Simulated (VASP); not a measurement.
# Sb2Te4O (P4/mmm) in VASP: single point with r2SCAN

Aim: the single point of Sb2Te4O with r2SCAN.

Program: VASP 6.6.1. These are calculated values, not measurements. Logs are shortened: lines on timing, memory, paths and dates and some standing lists are left out, and cuts for length are marked.

## (1) The crystal as given

Symmetry: P4/mmm, No. 123, tetragonal system. The conventional cell has a = 4.618 Å, b = 4.618 Å, c = 9.888 Å, α = 90.00°, β = 90.00°, γ = 90.00°. Sb (site symmetry mmm) is surrounded by 2 O at 2.31 Å. Around Te (site symmetry mmm) lie 8 Te at 3.27 to 3.62 Å. Te (site symmetry 4mm) has 4 Sb at 3.16 Å and 4 Te at 3.62 Å as nearest neighbours. O (site symmetry 4/mmm) has 4 Sb at 2.31 Å as nearest neighbours.

The cell was built by a generator and needn't be a form met in nature.

## (2) Single point, r2SCAN

INCAR reads:

```
SYSTEM = Sb2Te4O
  PREC = Accurate
  ENCUT = 520
  EDIFF = 1E-6
  ISMEAR = 0
  SIGMA = 0.1
  LREAL = .FALSE.
  LASPH = .TRUE.
  NELM = 150
  ALGO = Normal
  ISIF = 2
  LWAVE = .FALSE.
  LCHARG = .FALSE.
  METAGGA = R2SCAN
  LMIXTAU = .TRUE.
  NBANDS = 29
  KPAR = 2
```

KPOINTS reads:

```
Automatic mesh
0
G
  6 6 4
  0 0 0
```

POSCAR reads:

```
Sb2Te4O
1.0
    4.6181500000      0.0000000000      0.0000000000
    0.0000000000      4.6181500000      0.0000000000
    0.0000000000      0.0000000000      9.8879200000
Sb Te O
2 4 1
Direct
    0.0000000000      0.5000000000      0.0000000000
    0.5000000000      0.0000000000      0.0000000000
    0.0000000000      0.5000000000      0.5000000000
    0.5000000000      0.0000000000      0.5000000000
    0.5000000000      0.5000000000      0.7814370000
    0.5000000000      0.5000000000      0.2185630000
    0.0000000000      0.0000000000      0.0000000000
```

Potentials or basis: VASP PAW PBE potentials, release 64 (Sb, Te, O).

The run is started by

```
> cat potpaw_PBE.64/Sb/POTCAR potpaw_PBE.64/Te/POTCAR potpaw_PBE.64/O/POTCAR > POTCAR
> mpirun -np 2 vasp_std > vasp.out
```

OUTCAR:

```text
SYSTEM = Sb2Te4O
   PREC = Accurate
   ENCUT = 520
   EDIFF = 1E-6
   ISMEAR = 0
   LREAL = .FALSE.
   LASPH = .TRUE.
   NELM = 150
   ISIF = 2
   METAGGA = R2SCAN

 ion  position               nearest neighbor table
   1  0.000  0.500  0.000-   7 2.31   7 2.31   5 3.16   6 3.16   5 3.16   6 3.16   2 3.27   2 3.27
                             2 3.27   2 3.27
   2  0.500  0.000  0.000-   7 2.31   7 2.31   5 3.16   5 3.16   6 3.16   6 3.16   1 3.27   1 3.27
                             1 3.27   1 3.27
   3  0.000  0.500  0.500-   4 3.27   4 3.27   4 3.27   4 3.27   6 3.62   5 3.62   6 3.62   5 3.62

   4  0.500  0.000  0.500-   3 3.27   3 3.27   3 3.27   3 3.27   5 3.62   6 3.62   6 3.62   5 3.62

   5  0.500  0.500  0.781-   1 3.16   2 3.16   2 3.16   1 3.16   3 3.62   4 3.62   4 3.62   3 3.62

   6  0.500  0.500  0.219-   1 3.16   2 3.16   2 3.16   1 3.16   3 3.62   4 3.62   4 3.62   3 3.62

   7  0.000  0.000  0.000-   1 2.31   2 2.31   1 2.31   2 2.31

  LATTYP: Found a simple tetragonal cell.
 ALAT       =     4.6181500000
 C/A-ratio  =     2.1410997910

  Lattice vectors:

 A1 = (   4.6181500000,   0.0000000000,   0.0000000000)
 A2 = (   0.0000000000,   4.6181500000,   0.0000000000)
 A3 = (   0.0000000000,   0.0000000000,   9.8879200000)

Analysis of symmetry for initial positions (statically):
=====================================================================
 Subroutine PRICEL returns:
 Original cell was already a primitive cell.

 Routine SETGRP: Setting up the symmetry group for a
 simple tetragonal supercell.

 Subroutine GETGRP returns: Found 16 space group operations
 (whereof 16 operations were pure point group operations)
 out of a pool of 16 trial point group operations.

The static configuration has the point symmetry D_4h.

Analysis of symmetry for dynamics (positions and initial velocities):
=====================================================================
 Subroutine PRICEL returns:
 Original cell was already a primitive cell.

 Routine SETGRP: Setting up the symmetry group for a
 simple tetragonal supercell.

 Subroutine GETGRP returns: Found 16 space group operations
 (whereof 16 operations were pure point group operations)
 out of a pool of 16 trial point group operations.

The dynamic configuration has the point symmetry D_4h.

 Subroutine INISYM returns: Found 16 space group operations
 (whereof 16 operations are pure point group operations),
 and found     1 'primitive' translations

----------------------------------------------------------------------------------------

                                     Primitive cell

  volume of cell :     210.8827

  direct lattice vectors                    reciprocal lattice vectors
     4.618150000  0.000000000  0.000000000     0.216536925  0.000000000  0.000000000
     0.000000000  4.618150000  0.000000000     0.000000000  0.216536925  0.000000000
     0.000000000  0.000000000  9.887920000     0.000000000  0.000000000  0.101133504

  length of vectors
     4.618150000  4.618150000  9.887920000     0.216536925  0.216536925  0.101133504

  position of ions in fractional coordinates (direct lattice)
     0.000000000  0.500000000  0.000000000
     0.500000000  0.000000000  0.000000000
     0.000000000  0.500000000  0.500000000
     0.500000000  0.000000000  0.500000000
     0.500000000  0.500000000  0.781437000
     0.500000000  0.500000000  0.218563000
     0.000000000  0.000000000  0.000000000

  ion indices of the primitive-cell ions
   primitive index   ion index
                 1           1
                 2           2
                 3           3
                 4           4
                 5           5
                 6           6
                 7           7

----------------------------------------------------------------------------------------

 KPOINTS: Automatic mesh

Automatic generation of k-mesh.
 Grid dimensions read from file:
 generate k-points for:    6    6    4

 Generating k-lattice:

  Cartesian coordinates                     Fractional coordinates (reciprocal lattice)
     0.036089487  0.000000000  0.000000000     0.166666667  0.000000000  0.000000000
     0.000000000  0.036089487  0.000000000     0.000000000  0.166666667  0.000000000
     0.000000000  0.000000000  0.025283376     0.000000000  0.000000000  0.250000000

  Length of vectors
     0.036089487  0.036089487  0.025283376

  Shift w.r.t. Gamma in fractional coordinates (k-lattice)
     0.000000000  0.000000000  0.000000000

 Subroutine IBZKPT returns following result:
 ===========================================

 Found     30 irreducible k-points:

 Following reciprocal coordinates:
            Coordinates               Weight
  0.000000  0.000000  0.000000      1.000000
  0.166667  0.000000  0.000000      4.000000
  0.333333  0.000000  0.000000      4.000000
  0.500000  0.000000  0.000000      2.000000
  0.166667  0.166667  0.000000      4.000000
  0.333333  0.166667  0.000000      8.000000
[... 16 lines left out ...]
  0.333333  0.000000  0.500000      4.000000
  0.500000  0.000000  0.500000      2.000000
 [... further k-points ...]
   k-points           NKPTS =     30   k-points in BZ     NKDIM =     30   number of bands    NBANDS=     29
   number of dos      NEDOS =    301   number of ions     NIONS =      7
   total plane-waves  NPLWV = 103680
   dimension x,y,z NGX =    36 NGY =   36 NGZ =   80
   dimension x,y,z NGXF=    72 NGYF=   72 NGZF=  160
   ions per type =               2   4   1
   NGX,Y,Z   is equivalent  to a cutoff of  12.96, 12.96, 13.45 a.u.
   NGXF,Y,Z  is equivalent  to a cutoff of  25.92, 25.92, 26.90 a.u.
 SYSTEM =  Sb2Te4O
   PREC   = accura    normal or accurate (medium, high low for compatibility)
   ISTART =      0    job   : 0-new  1-cont  2-samecut
   ICHARG =      2    charge: 1-file 2-atom 10-const
   ISPIN  =      1    spin polarized calculation?
   LNONCOLLINEAR =      F non collinear calculations
   LSORBIT =      F    spin-orbit coupling
   LASPH  =      T    aspherical Exc in radial PAW
   ENCUT  =  520.0 eV  38.22 Ry    6.18 a.u.   8.59  8.59 18.38*2*pi/ulx,y,z
   NELM   =    150;   NELMIN=  2; NELMDL= -5     # of ELM steps
   EDIFF  = 0.1E-05   stopping-criterion for ELM
   LREAL  =      F    real-space projection
   EDIFFG = 0.1E-04   stopping-criterion for IOM
   NSW    =      0    number of steps for IOM
   IBRION =     -1    ionic relax: 0-MD 1-quasi-New 2-CG
   NFREE  =      0    steps in history (QN), initial steepest desc. (CG)
   ISIF   =      2    stress and relaxation
   ISYM   =      2    0-nonsym 1-usesym 2-fastsym
   POTIM  = 0.5000    time-step for ionic-motion
   TEBEG  =    0.0;   TEEND  =   0.0 temperature during run
   PSTRESS=    0.0 pullay stress
   NELECT =      40.0000    total number of electrons
   NUPDOWN=      -1.0000    fix difference up-down
   EMIN   =  10.00;   EMAX   =-10.00  energy-range for DOS
   EFERMI =   0.00;   METHOD = LEGACY
   ISMEAR =     0;   SIGMA  =   0.10  broadening in eV -4-tet -1-fermi 0-gaus
   EFERMI_NEDOS =   21; number of points for ismear=-14 and -15
   IALGO  =     38    algorithm
   IMIX   =      4    mixing-type and parameters
     AMIX     =   0.40;   BMIX     =  1.00
     AMIX_MAG =   1.60;   BMIX_MAG =  1.00
  volume/ion in A,a.u.               =      30.13       203.30
  Fermi-wavevector in a.u.,A,eV,Ry     =   0.940621  1.777515 12.037988  0.884767
  Thomas-Fermi vector in A             =   2.068051
   LORBIT       =      0    0 simple, 1 ext, 2 COOP (PROOUT), +10 PAW based schemes
   METAGGA = R2SCAN    functional components
   LHFCALC =     F    Hartree Fock is set to
   AEXX    =    0.0000 exact exchange contribution
   IVDW    =     0    specifies the selected vdW correction
   LEPSILON=     F    determine dielectric tensor
   LRPA    =     F    only Hartree local field effects (RPA)
 non-spin polarized calculation
 Gauss-broadening in eV      SIGMA  =   0.10
  energy-cutoff  :      520.00
  volume of cell :      210.88
 maximum number of plane-waves:      5701
 NGX is ok and might be reduce to    36
   NGX = 17   NGY = 17   NGZ = 37

 number of electron      40.0000002 magnetization

 Free energy of the ion-electron system (eV)
  ---------------------------------------------------
  ext. energy  EPLUGINS =         0.00000000
  ---------------------------------------------------
  free energy    TOTEN  =      -159.16816554 eV

  energy without entropy =     -159.14619651  energy(sigma->0) =     -159.15718102

 E-fermi :   5.5989     XC(G=0):  -9.5047

 val. band max:        5.5912457797   @ k =   0.1667   0.0000   0.2500
 cond. band min:       5.6456699367   @ k =   0.0000   0.0000   0.2500
 fundamental gap:      0.0544241570
 Fermi energy:         5.5989164103

 k-point     1 :       0.0000    0.0000    0.0000
  band No.  band energies     occupation
      1     -14.6749      2.00000
      2      -7.6056      2.00000
      3      -6.7088      2.00000
      4      -6.2029      2.00000
      5      -3.5403      2.00000
      6      -2.8365      2.00000
[... 21 lines left out ...]
     28      11.1173      0.00000
     29      11.6492      0.00000

 k-point     2 :       0.1667    0.0000    0.0000
  band No.  band energies     occupation
      1     -14.6580      2.00000
      2      -7.5189      2.00000
      3      -6.6374      2.00000
      4      -6.1364      2.00000
      5      -3.9260      2.00000
      6      -3.2910      2.00000
[... 21 lines left out ...]
     28      10.5782      0.00000
     29      10.8221      0.00000

 k-point     3 :       0.3333    0.0000    0.0000
  band No.  band energies     occupation
      1     -14.6233      2.00000
      2      -7.3758      2.00000
      3      -6.3468      2.00000
      4      -5.9931      2.00000
      5      -4.7989      2.00000
      6      -3.8483      2.00000
[... 638 lines left out ...]
      5      -4.7060      2.00000
      6      -3.9670      2.00000
[... 21 lines left out ...]
     28       9.9591      0.00000
     29      10.6765      0.00000

 k-point    24 :       0.5000    0.0000    0.5000
  band No.  band energies     occupation
      1     -14.6056      2.00000
      2      -7.2717      2.00000
      3      -6.3746      2.00000
      4      -5.6601      2.00000
      5      -5.1441      2.00000
      6      -4.0116      2.00000
[... 21 lines left out ...]
     28       9.7744      0.00000
     29      11.9417      0.00000

 [... further k-points ...]
[... 5 lines left out ...]
  --------------------------------------------------------------------------------------
  -------------------------------------------------------------------------------------
  Total       -1.5852960     -1.5852960     -0.1988903      0.0000000      0.0000000      0.0000000
  in kB      -12.0442551    -12.0442551     -1.5110651      0.0000000      0.0000000      0.0000000
  external PRESSURE =      -8.5331918 kB  Pullay stress =       0.0000000 kB

 VOLUME and BASIS-vectors are now :
 -----------------------------------------------------------------------------
  energy-cutoff  :      520.00
  volume of cell :      210.88
      direct lattice vectors                 reciprocal lattice vectors
     4.618150000  0.000000000  0.000000000     0.216536925  0.000000000  0.000000000
     0.000000000  4.618150000  0.000000000     0.000000000  0.216536925  0.000000000
     0.000000000  0.000000000  9.887920000     0.000000000  0.000000000  0.101133504

 POSITION                                       TOTAL-FORCE (eV/Angst)
 -----------------------------------------------------------------------------------
      0.00000      2.30907      0.00000         0.000000      0.000000      0.000000
      2.30907      0.00000      0.00000         0.000000      0.000000      0.000000
      0.00000      2.30907      4.94396         0.000000      0.000000      0.000000
      2.30907      0.00000      4.94396         0.000000      0.000000      0.000000
      2.30907      2.30907      7.72679         0.000000     -0.000000      0.262463
      2.30907      2.30907      2.16113        -0.000000      0.000000     -0.262463
      0.00000      0.00000      0.00000         0.000000      0.000000      0.000000
 -----------------------------------------------------------------------------------
    total drift:                               -0.000000     -0.000000      0.000000

  FREE ENERGIE OF THE ION-ELECTRON SYSTEM (eV)
  ---------------------------------------------------
  free  energy   TOTEN  =      -159.1681655365 eV

  energy  without entropy=     -159.1461965087  energy(sigma->0) =     -159.15718102
```

Wall time 5.7 min (2 MPI ranks of Intel Xeon Platinum 8488C (Sapphire Rapids), shared host); peak memory 0.45 GiB.

What came out:

* Free energy: -159.1682 eV
* Pressure: -0.9 GPa
* Largest force: 0.262 eV/Å
* Band gap on the k mesh: none (metal or under the smearing width)

Forces in eV/Å, atoms in the order of the input:
```
Sb   0.000  0.000  0.000
Sb   0.000  0.000  0.000
Te   0.000  0.000  0.000
Te   0.000  0.000  0.000
Te   0.000  0.000  0.262
Te   0.000  0.000 -0.262
O    0.000  0.000  0.000
```

Levels at points of the mesh, in eV from the Fermi level:
| k point | band 16 | band 17 | band 18 | band 19 | band 20 | band 21 | band 22 | band 23 | band 24 | band 25 |
| --- | --- | --- | --- | --- | --- | --- | --- | --- | --- | --- |
| (0.00, 0.00, 0.00) | -1.83 | -1.83 | -0.94 | -0.75 | -0.62 | 0.39 | 1.43 | 1.43 | 2.29 | 2.29 |
| (0.50, 0.00, 0.00) | -1.64 | -1.48 | -1.48 | -1.26 | -1.16 | -1.14 | -0.91 | 1.60 | 1.62 | 1.86 |
| (0.50, 0.50, 0.00) | -2.21 | -1.38 | -1.38 | -0.68 | -0.60 | -0.60 | 2.51 | 3.23 | 3.29 | 3.29 |
| (0.00, 0.00, 0.50) | -2.32 | -1.46 | -1.46 | -0.17 | -0.17 | 0.53 | 1.27 | 1.27 | 2.07 | 2.07 |
| (0.50, 0.00, 0.50) | -2.07 | -1.48 | -1.17 | -0.76 | -0.75 | -0.74 | 0.34 | 1.04 | 1.09 | 1.97 |
| (0.50, 0.50, 0.50) | -2.09 | -2.09 | -0.84 | -0.69 | 0.86 | 0.86 | 1.37 | 2.36 | 2.36 | 3.24 |

Caveat: the PAW data sets were made with another functional, which shifts forces and pressure a little. The run has no spin-orbit coupling, so splittings on Sb, Te are missing.
